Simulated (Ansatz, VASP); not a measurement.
# Cross-check of Y8Hf21O54 (amorphous 84HfO2-16Y2O3 (mol %)) between VASP and Ansatz

Aim: how closely do two programs agree when they are given the same cell, functional and k mesh? The structure shown is the start of the Ansatz relaxation below; VASP solves that cell, so the two are compared at the walk's first step.

Program: Ansatz 0.2.0. Level of theory: plane waves, with VASP 6.6.1 beside it; single point at PBE. Results are calculated unless marked as measured.

## Step 1: The structure

The cell holds 83 atoms: 21 Hf, 8 Y and 54 O. Its edges and angles: a = 10.596 Å, b = 10.596 Å, c = 10.596 Å, α = 90.0°, β = 90.0°, γ = 90.0°. As first built, before any earlier steps moved the atoms (in the runner's words): 83 atoms (21 Zr, 8 Er, 54 O) placed at random at 5.75 g/cm^3, melted at 5000 K for 10 ps at fixed volume with the Morse and Coulomb pair potential with partial charges (Pedone, Malavasi, Menziani, Cormack and Segre, J. Phys. Chem. B 110, 11780 (2006)). Quenched from 5000 K to 300 K at 50 K/ps and fixed volume, held 5 ps, then minimised at fixed cell. Then Zr was replaced by Hf, Er was replaced by Y (the potential has no terms for the new elements, so the cell is a start for a DFT relaxation).

Coordinates:

```
Hf Y O
1.0
    10.59580    0.00000    0.00000
     0.00000   10.59580    0.00000
     0.00000    0.00000   10.59580
Hf Y O
21 8 54
Direct
  0.17775 0.48742 0.01832
  0.02453 0.41764 0.73321
  0.46376 0.35743 0.41213
  0.84429 0.38014 0.98772
  0.70160 0.39096 0.69448
  0.94704 0.69943 0.16391
  0.88737 0.94054 0.58915
  0.82943 0.86625 0.88216
  0.13623 0.47624 0.38635
  0.17341 0.83606 0.39546
  0.89459 0.63361 0.47648
  0.47079 0.36572 0.08722
  0.67912 0.80174 0.31093
  0.60517 0.72183 0.60394
  0.93744 0.22002 0.45503
  0.19562 0.18461 0.25006
  0.22060 0.14371 0.55908
  0.17531 0.87278 0.04490
  0.63896 0.11055 0.84863
  0.42333 0.66576 0.23218
  0.38126 0.89109 0.72694
  0.64238 0.62918 0.95314
  0.87635 0.04801 0.14403
  0.38214 0.48887 0.69966
  0.59198 0.09303 0.48490
  0.21054 0.18136 0.88446
  0.76139 0.41965 0.25744
  0.51739 0.97621 0.08906
  0.13242 0.72310 0.71802
  0.20703 0.07904 0.07616
  0.49940 0.48086 0.26295
  0.68211 0.75981 0.78887
  0.38024 0.26378 0.24172
  0.16573 0.28586 0.69644
  0.04729 0.55084 0.58217
  0.72241 0.99314 0.99491
  0.04103 0.35032 0.92891
  0.92844 0.40992 0.39379
  0.36347 0.55207 0.07653
  0.82346 0.25065 0.12952
  0.16515 0.39486 0.20189
  0.64403 0.28579 0.37592
  0.58841 0.97349 0.29158
  0.75957 0.80424 0.50114
  0.85832 0.48438 0.81891
  0.26509 0.66749 0.34453
  0.95093 0.81826 0.73624
  0.49554 0.97071 0.86956
  0.83962 0.86008 0.22498
  0.53320 0.71297 0.40586
  0.88651 0.31982 0.62423
  0.24533 0.84079 0.58249
  0.82760 0.71827 0.00602
  0.22423 0.03095 0.38494
  0.34866 0.83844 0.14137
  0.00397 0.14101 0.28147
  0.11067 0.67408 0.04440
  0.78454 0.00533 0.74806
  0.91934 0.50540 0.11471
  0.53142 0.91302 0.59912
  0.43172 0.69618 0.70045
  0.99014 0.93628 0.98456
  0.60869 0.20552 0.67734
  0.74912 0.57289 0.59311
  0.09066 0.85062 0.21912
  0.02691 0.62780 0.32996
  0.78108 0.63031 0.31151
  0.13757 0.27429 0.42939
  0.03171 0.07904 0.57104
  0.75504 0.26783 0.85893
  0.53141 0.19043 0.00755
  0.65991 0.44486 0.06286
  0.58396 0.74024 0.14268
  0.30411 0.45153 0.48864
  0.54322 0.43810 0.57267
  0.80425 0.07556 0.47284
  0.00344 0.80893 0.49315
  0.30945 0.34262 0.96808
  0.17480 0.53420 0.81156
  0.28654 0.06446 0.72537
  0.24115 0.83988 0.86198
  0.56615 0.48005 0.81934
  0.39996 0.19271 0.49768
```

## Step 2: Ansatz: relaxation, PBE

Ansatz runs on its default PAW (the set named soft_2) files.

The two programs are compared at the cell with which this relaxation starts, whose forces are those of its first step.

input.yaml reads:

```yaml
crystal:
  lattice:
    - [10.5958, 0.0, 0.0]
    - [0.0, 10.5958, 0.0]
    - [0.0, 0.0, 10.5958]
  atoms:
    - { symbol: Hf, position: [0.17775, 0.48742, 0.01832] }
    - { symbol: Hf, position: [0.02453, 0.41764, 0.73321] }
    - { symbol: Hf, position: [0.46376, 0.35743, 0.41213] }
    - { symbol: Hf, position: [0.84429, 0.38014, 0.98772] }
    - { symbol: Hf, position: [0.7016, 0.39096, 0.69448] }
    - { symbol: Hf, position: [0.94704, 0.69943, 0.16391] }
    - { symbol: Hf, position: [0.88737, 0.94054, 0.58915] }
    - { symbol: Hf, position: [0.82943, 0.86625, 0.88216] }
    - { symbol: Hf, position: [0.13623, 0.47624, 0.38635] }
    - { symbol: Hf, position: [0.17341, 0.83606, 0.39546] }
    - { symbol: Hf, position: [0.89459, 0.63361, 0.47648] }
    - { symbol: Hf, position: [0.47079, 0.36572, 0.08722] }
    - { symbol: Hf, position: [0.67912, 0.80174, 0.31093] }
    - { symbol: Hf, position: [0.60517, 0.72183, 0.60394] }
    - { symbol: Hf, position: [0.93744, 0.22002, 0.45503] }
    - { symbol: Hf, position: [0.19562, 0.18461, 0.25006] }
    - { symbol: Hf, position: [0.2206, 0.14371, 0.55908] }
    - { symbol: Hf, position: [0.17531, 0.87278, 0.0449] }
    - { symbol: Hf, position: [0.63896, 0.11055, 0.84863] }
    - { symbol: Hf, position: [0.42333, 0.66576, 0.23218] }
    - { symbol: Hf, position: [0.38126, 0.89109, 0.72694] }
    - { symbol: "Y", position: [0.64238, 0.62918, 0.95314] }
    - { symbol: "Y", position: [0.87635, 0.04801, 0.14403] }
    - { symbol: "Y", position: [0.38214, 0.48887, 0.69966] }
    - { symbol: "Y", position: [0.59198, 0.09303, 0.4849] }
    - { symbol: "Y", position: [0.21054, 0.18136, 0.88446] }
    - { symbol: "Y", position: [0.76139, 0.41965, 0.25744] }
    - { symbol: "Y", position: [0.51739, 0.97621, 0.08906] }
    - { symbol: "Y", position: [0.13242, 0.7231, 0.71802] }
    - { symbol: O, position: [0.20703, 0.07904, 0.07616] }
    - { symbol: O, position: [0.4994, 0.48086, 0.26295] }
    - { symbol: O, position: [0.68211, 0.75981, 0.78887] }
    - { symbol: O, position: [0.38024, 0.26378, 0.24172] }
    - { symbol: O, position: [0.16573, 0.28586, 0.69644] }
    - { symbol: O, position: [0.04729, 0.55084, 0.58217] }
    - { symbol: O, position: [0.72241, 0.99314, 0.99491] }
    - { symbol: O, position: [0.04103, 0.35032, 0.92891] }
    - { symbol: O, position: [0.92844, 0.40992, 0.39379] }
    - { symbol: O, position: [0.36347, 0.55207, 0.07653] }
    - { symbol: O, position: [0.82346, 0.25065, 0.12952] }
    - { symbol: O, position: [0.16515, 0.39486, 0.20189] }
    - { symbol: O, position: [0.64403, 0.28579, 0.37592] }
    - { symbol: O, position: [0.58841, 0.97349, 0.29158] }
    - { symbol: O, position: [0.75957, 0.80424, 0.50114] }
    - { symbol: O, position: [0.85832, 0.48438, 0.81891] }
    - { symbol: O, position: [0.26509, 0.66749, 0.34453] }
    - { symbol: O, position: [0.95093, 0.81826, 0.73624] }
    - { symbol: O, position: [0.49554, 0.97071, 0.86956] }
    - { symbol: O, position: [0.83962, 0.86008, 0.22498] }
    - { symbol: O, position: [0.5332, 0.71297, 0.40586] }
    - { symbol: O, position: [0.88651, 0.31982, 0.62423] }
    - { symbol: O, position: [0.24533, 0.84079, 0.58249] }
    - { symbol: O, position: [0.8276, 0.71827, 0.00602] }
    - { symbol: O, position: [0.22423, 0.03095, 0.38494] }
    - { symbol: O, position: [0.34866, 0.83844, 0.14137] }
    - { symbol: O, position: [0.00397, 0.14101, 0.28147] }
    - { symbol: O, position: [0.11067, 0.67408, 0.0444] }
    - { symbol: O, position: [0.78454, 0.00533, 0.74806] }
    - { symbol: O, position: [0.91934, 0.5054, 0.11471] }
    - { symbol: O, position: [0.53142, 0.91302, 0.59912] }
    - { symbol: O, position: [0.43172, 0.69618, 0.70045] }
    - { symbol: O, position: [0.99014, 0.93628, 0.98456] }
    - { symbol: O, position: [0.60869, 0.20552, 0.67734] }
    - { symbol: O, position: [0.74912, 0.57289, 0.59311] }
    - { symbol: O, position: [0.09066, 0.85062, 0.21912] }
    - { symbol: O, position: [0.02691, 0.6278, 0.32996] }
    - { symbol: O, position: [0.78108, 0.63031, 0.31151] }
    - { symbol: O, position: [0.13757, 0.27429, 0.42939] }
    - { symbol: O, position: [0.03171, 0.07904, 0.57104] }
    - { symbol: O, position: [0.75504, 0.26783, 0.85893] }
    - { symbol: O, position: [0.53141, 0.19043, 0.00755] }
    - { symbol: O, position: [0.65991, 0.44486, 0.06286] }
    - { symbol: O, position: [0.58396, 0.74024, 0.14268] }
    - { symbol: O, position: [0.30411, 0.45153, 0.48864] }
    - { symbol: O, position: [0.54322, 0.4381, 0.57267] }
    - { symbol: O, position: [0.80425, 0.07556, 0.47284] }
    - { symbol: O, position: [0.00344, 0.80893, 0.49315] }
    - { symbol: O, position: [0.30945, 0.34262, 0.96808] }
    - { symbol: O, position: [0.1748, 0.5342, 0.81156] }
    - { symbol: O, position: [0.28654, 0.06446, 0.72537] }
    - { symbol: O, position: [0.24115, 0.83988, 0.86198] }
    - { symbol: O, position: [0.56615, 0.48005, 0.81934] }
    - { symbol: O, position: [0.39996, 0.19271, 0.49768] }
kpoints:
  mp_grid: { grid: [1, 1, 1] }
hamiltonian:
  xc: pbe
scf:
  occupations: { method: fermi_dirac, width: 0.025 }
output:
  forces: true
relax:
  f_tol: 0.04
  max_steps: 250
  cell: {}
```

Started as:

```console
$ ansatz run input.yaml --threads 4 --pin off --max-ram 8192MiB --backend cpu --events-out ev --progress --plain --runs-dir out
```

Numbers of over 12 decimals in the logs are rounded to 6 here.

Output:

```text
Engine: ansatz 0.2.0, x86_64-unknown-linux-gnu
Pseudopotentials: kind: paw
Pseudopotential: Hf, paw, valence charge 26, recommended cutoff 420 eV (normal), Hf.paw.azcp
Pseudopotential: Y, paw, valence charge 11, recommended cutoff 420 eV (normal), Y.paw.azcp
Pseudopotential: O, paw, valence charge 6, recommended cutoff 420 eV (normal), O.paw.azcp
Functional definition: PBE
  parameter kappa = 0.804
  parameter beta = 0.066725
  exchange = pbe_x(kappa = kappa, mu = beta*pi^2/3)
  correlation = pbe_c(beta = beta)
Crystal: 83 atoms, lattice volume = 1189.601 Å³
Basis set: ecut = 420 eV, 23127 PW (Γ), exchange–correlation on 144×144×144 points (8 copies of the dense FFT grid, shifted against one another)
Bands: 575, of which v1, the nominal top of the filled ones, is band 479 counted from 1 (478 counted from 0)
Symmetry: 1 space group operations
Space group: P1 (ITA 1), of the structure as read, at distance tolerance 1.1e-4 Å
k-points: 1
Non-local potential: Hf, projectors of the file, l = 0: 3, l = 1: 2, l = 2: 2, l = 3: 3
Non-local potential: Y, projectors of the file, l = 0: 3, l = 1: 2, l = 2: 2, l = 3: 1
Non-local potential: O, projectors of the file, l = 0: 2, l = 1: 2, l = 2: 1
PAW form: soft (Blöchl's): semilocal exchange-correlation on the pseudo side does not see the compensation charge
PAW one-centre angular grid: Hf, 590 points (default); XC on 64 Gauss nodes
PAW one-centre angular grid: Y, 590 points (default); XC on 64 Gauss nodes
PAW one-centre angular grid: O, 110 points (default); XC on 64 Gauss nodes
Initial density: superposition of atomic densities (neutral atoms: chi_scale 0, normalization atom), corrected by the library's trained network
Initial wavefunctions: pseudopotential atomic-orbital guess
Functional: x = pbe(κ = 0.804, μ = 0.219515), c = pbe(β = 0.066725)
SCF iter   1: F=—  HF=-391720.789869 eV  |F-HF|=—  |Δ(HF+E_count)|=         —  Δρ=3.42e-3  dr2=1.43e-1  ethr=1.77e-3  ⟨swp⟩=5.0  Hψ=1800  notcnv=0  defer=61
preconditioner: auto → Resta (q_TF=auto, 2.632 Å⁻¹)  ε∞=4.6  [insulator: Δε(μ)=3.444 eV  Ē_g=16.965 eV  σ=0.025 eV  W_gap=1.00  n_scr=364 (ndim 8)  ℏωp=32.3 eV  f_vac=0.118  D(μ)=0.00/eV (n_scr^D=0)  ε∞_Penn≈4.6]
SCF iter   2: F=—  HF=-391720.785715 eV  |F-HF|=—  |Δ(HF+E_count)|=   4.15e-3  Δρ=1.74e-3  dr2=2.84e-2  ethr=1.49e-5  ⟨swp⟩=2.0  Hψ=1031  notcnv=0  defer=90
SCF iter   3: F=—  HF=-391720.787874 eV  |F-HF|=—  |Δ(HF+E_count)|=   2.16e-3  Δρ=7.69e-4  dr2=9.10e-3  ethr=2.97e-6  ⟨swp⟩=2.0  Hψ=803  notcnv=0  defer=90
SCF iter   4: F=—  HF=-391720.789197 eV  |F-HF|=—  |Δ(HF+E_count)|=   1.32e-3  Δρ=2.04e-4  dr2=7.31e-4  ethr=9.50e-7  ⟨swp⟩=2.0  Hψ=870  notcnv=0  defer=90
SCF iter   5: F=—  HF=-391720.789577 eV  |F-HF|=—  |Δ(HF+E_count)|=   3.80e-4  Δρ=1.32e-4  dr2=2.41e-4  ethr=7.63e-8  ⟨swp⟩=2.0  Hψ=964  notcnv=0  defer=90
SCF iter   6: F=—  HF=-391720.789679 eV  |F-HF|=—  |Δ(HF+E_count)|=   1.02e-4  Δρ=4.33e-5  dr2=3.05e-5  ethr=2.51e-8  ⟨swp⟩=2.0  Hψ=964  notcnv=0  defer=90
SCF iter   7: F=—  HF=-391720.792140 eV  |F-HF|=—  |Δ(HF+E_count)|=   2.46e-3  Δρ=2.99e-5  dr2=1.22e-5  ethr=3.19e-9  ⟨swp⟩=2.0  Hψ=1044  notcnv=0  defer=90
SCF iter   8: F=—  HF=-391720.792146 eV  |F-HF|=—  |Δ(HF+E_count)|=   5.34e-6  Δρ=1.41e-5  dr2=2.59e-6  ethr=1.27e-9  ⟨swp⟩=2.0  Hψ=962  notcnv=0  defer=90
SCF iter   9: F=—  HF=-391720.792147 eV  |F-HF|=—  |Δ(HF+E_count)|=   1.75e-6  Δρ=4.06e-6  dr2=2.79e-7  ethr=2.70e-10  ⟨swp⟩=2.0  Hψ=872  notcnv=0  defer=90
SCF iter  10: F=—  HF=-391720.792148 eV  |F-HF|=—  |Δ(HF+E_count)|=   3.43e-7  Δρ=3.90e-6  dr2=1.68e-7  ethr=1.04e-11  ⟨swp⟩=4.0  Hψ=1846  notcnv=0
SCF iter  11: F=-391720.792148 eV  HF=-391720.792148 eV  |F-HF|=2.91e-9  |Δ(HF+E_count)|=  3.49e-10  Δρ=1.27e-6  dr2=1.99e-8  ethr=1.04e-11  ⟨swp⟩=2.0  Hψ=1814  notcnv=0
SCF 1 converged in 11 iterations: F = -391720.792148 eV  dr2 = 1.99e-8
  greatest PAW one-centre occupation: 0.999 electrons in one spin orbital (limit 2), on the Hf atom at site 20 (counted from 0), in its partial waves of l = 0
relax step   1: F+E_penalty+E_count = -391720.79214775 eV  Δ(F+E_penalty+E_count) = +0.000e0 eV  max|allowed force component| = 1.237e0 eV/Å  Δτ_max = 0.0000 Å  P = -8.357 GPa  Ω = 1189.601 Å³  (11 SCF iters, dr2 threshold 1.00e-7 eV, accepted)
Crystal: 83 atoms, lattice volume = 1091.897 Å³
Basis set: ecut = 420 eV, 21355 PW (Γ), exchange–correlation on 144×144×144 points (8 copies of the dense FFT grid, shifted against one another)
Initial density: handed on by an earlier stage of this run
Initial wavefunctions: those handed on with the density
iter 1 solved again at ethr=2.38e-4 eV; its pass at ethr=3.10e-3 eV (dr2=2.28e0 eV) is discarded
SCF iter   1: F=—  HF=-391723.888543 eV  |F-HF|=—  |Δ(HF+E_count)|=         —  Δρ=1.75e-2  dr2=2.29e0  ethr=2.38e-4  ⟨swp⟩=5.0  Hψ=2674  notcnv=0
[...]
atom  59  O      0.00090950     0.00370541    -0.00876469
  atom  60  O      0.00117743    -0.00678059     0.00156119
  atom  61  O      0.00476818    -0.00525804    -0.00604619
  atom  62  O     -0.00544970    -0.00412698     0.01135824
  atom  63  O      0.00376990     0.00495788     0.00330586
  atom  64  O      0.00363615     0.00267185    -0.00248297
  atom  65  O     -0.00231650    -0.00023380    -0.00938441
  atom  66  O     -0.00726602     0.00080408     0.00000372
  atom  67  O      0.00361738     0.00483646    -0.00440214
  atom  68  O      0.00173365     0.00412587    -0.00314477
  atom  69  O     -0.00214969    -0.00602938    -0.00766641
  atom  70  O     -0.00715873     0.00789280    -0.01025724
  atom  71  O     -0.00531568     0.00106860     0.00346173
  atom  72  O     -0.00508061    -0.00139379     0.00268713
  atom  73  O      0.00442579    -0.00223061     0.00388370
  atom  74  O      0.00309387    -0.00458605     0.00693506
  atom  75  O     -0.01851014    -0.00854010    -0.01066758
  atom  76  O      0.00808918    -0.00275224     0.00670279
  atom  77  O      0.00135339     0.00374092     0.00413980
  atom  78  O     -0.00191944    -0.00264497     0.00385131
  atom  79  O      0.00139299    -0.00666083    -0.00083438
  atom  80  O     -0.00178843    -0.00558054    -0.00177517
  atom  81  O     -0.00331569    -0.00050723     0.00098540
  atom  82  O     -0.00628468     0.00854637     0.00284908
  atom  83  O      0.00228475     0.00922982    -0.00548814
  max |Σ_I F_I| component: 7.46e-6 eV/Å
--- Stress (GPa, compression-positive) ---
       -0.028554       0.002431      -0.007271
        0.002431      -0.028847      -0.004821
       -0.007271      -0.004821      -0.042660
  P = ⅓ Tr σ = -0.0334 GPa (-0.334 kbar)
--- Relaxed structure (16 steps of the walk, 16 accepted, 2 SCFs on fresh bases) ---
  F+E_penalty+E_count = -391725.18520669 eV   max|allowed force component| = 2.732e-2 eV/Å   (the final SCF, on the basis selected at the relaxed cell)
  cell:  # Å, volume = 1100.9623 Å³
    - [10.570846, -0.018521, 0.124835]
    - [-0.018521, 9.990277, -0.025802]
    - [0.124835, -0.025802, 10.426792]
  atoms:
    - { symbol: Hf, position: [0.142982, 0.479716, 0.021917] }
    - { symbol: Hf, position: [0.018955, 0.414633, 0.729787] }
    - { symbol: Hf, position: [0.465208, 0.392784, 0.445701] }
    - { symbol: Hf, position: [0.835354, 0.383344, 0.989512] }
    - { symbol: Hf, position: [0.703971, 0.390378, 0.705579] }
    - { symbol: Hf, position: [0.943148, 0.709388, 0.150104] }
    - { symbol: Hf, position: [0.887178, 0.941173, 0.587148] }
    - { symbol: Hf, position: [0.823214, 0.839670, 0.879836] }
    - { symbol: Hf, position: [0.151087, 0.485222, 0.392770] }
    - { symbol: Hf, position: [0.166237, 0.836548, 0.378003] }
    - { symbol: Hf, position: [0.894046, 0.627443, 0.465203] }
    - { symbol: Hf, position: [0.463170, 0.357905, 0.069195] }
    - { symbol: Hf, position: [0.676249, 0.809539, 0.311592] }
    - { symbol: Hf, position: [0.596680, 0.695182, 0.605142] }
    - { symbol: Hf, position: [0.950321, 0.221187, 0.457941] }
    - { symbol: Hf, position: [0.193901, 0.183579, 0.241612] }
    - { symbol: Hf, position: [0.234357, 0.119474, 0.555182] }
    - { symbol: Hf, position: [0.180682, 0.870804, 0.043154] }
    - { symbol: Hf, position: [0.645700, 0.102628, 0.846569] }
    - { symbol: Hf, position: [0.422922, 0.662973, 0.226656] }
    - { symbol: Hf, position: [0.396569, 0.901801, 0.738135] }
    - { symbol: Y, position: [0.603018, 0.632590, 0.961320] }
    - { symbol: Y, position: [0.907402, 0.045379, 0.128478] }
    - { symbol: Y, position: [0.366873, 0.478617, 0.745479] }
    - { symbol: Y, position: [0.594806, 0.098491, 0.493515] }
    - { symbol: Y, position: [0.204539, 0.178677, 0.873810] }
    - { symbol: Y, position: [0.752002, 0.407427, 0.270383] }
    - { symbol: Y, position: [0.500854, 1.007596, 0.115555] }
    - { symbol: Y, position: [0.136271, 0.739160, 0.694874] }
    - { symbol: O, position: [0.154421, 0.084836, 0.064385] }
    - { symbol: O, position: [0.467446, 0.455582, 0.260450] }
    - { symbol: O, position: [0.673935, 0.732391, 0.783322] }
    - { symbol: O, position: [0.380202, 0.199325, 0.175356] }
    - { symbol: O, position: [0.161450, 0.277625, 0.691370] }
    - { symbol: O, position: [0.050740, 0.550183, 0.575337] }
    - { symbol: O, position: [0.740547, 0.992332, 0.988999] }
    - { symbol: O, position: [0.037787, 0.328221, 0.921136] }
    - { symbol: O, position: [0.929950, 0.416930, 0.390646] }
    - { symbol: O, position: [0.408330, 0.570181, 0.051746] }
    - { symbol: O, position: [0.823570, 0.251815, 0.133873] }
    - { symbol: O, position: [0.186024, 0.399063, 0.204437] }
    - { symbol: O, position: [0.640414, 0.306821, 0.413770] }
    - { symbol: O, position: [0.590990, 0.989546, 0.304375] }
    - { symbol: O, position: [0.761607, 0.797684, 0.500375] }
    - { symbol: O, position: [0.853131, 0.489414, 0.814693] }
    - { symbol: O, position: [0.270394, 0.668672, 0.348987] }
    - { symbol: O, position: [0.955029, 0.816107, 0.737540] }
    - { symbol: O, position: [0.496471, 0.956249, 0.891103] }
    - { symbol: O, position: [0.835551, 0.870228, 0.226328] }
    - { symbol: O, position: [0.538959, 0.684285, 0.401259] }
    - { symbol: O, position: [0.886571, 0.312999, 0.627995] }
    - { symbol: O, position: [0.247005, 0.892322, 0.576455] }
    - { symbol: O, position: [0.799988, 0.691256, 0.011287] }
[...]
- { symbol: O, position: [0.808561, 0.081834, 0.470261] }
    - { symbol: O, position: [0.014610, 0.804083, 0.499225] }
    - { symbol: O, position: [0.305042, 0.353088, 0.944908] }
    - { symbol: O, position: [0.160736, 0.547000, 0.816476] }
    - { symbol: O, position: [0.329435, 0.094273, 0.722736] }
    - { symbol: O, position: [0.226266, 0.871072, 0.852675] }
    - { symbol: O, position: [0.554202, 0.450735, 0.845567] }
    - { symbol: O, position: [0.403754, 0.207457, 0.485807] }
```

The column dr2 measures how far the density is from self-consistency, as an energy; F and HF (Harris–Foulkes) agree once it is small.

(Continued in part 2 of 2.)

[Lines on the potential files, build, host, timing and source positions are cut from VASP's logs without a mark.]

[Logs are printed without paths, hosts, clocks, repeated set-up lines and the standing remarks that a program may print on its own settings, such as how far it seeks lower states.]

[Hosts, paths, dates, database ids (printed as entryN), source tags and the programs' standing remarks are cut or masked in the printed files.]
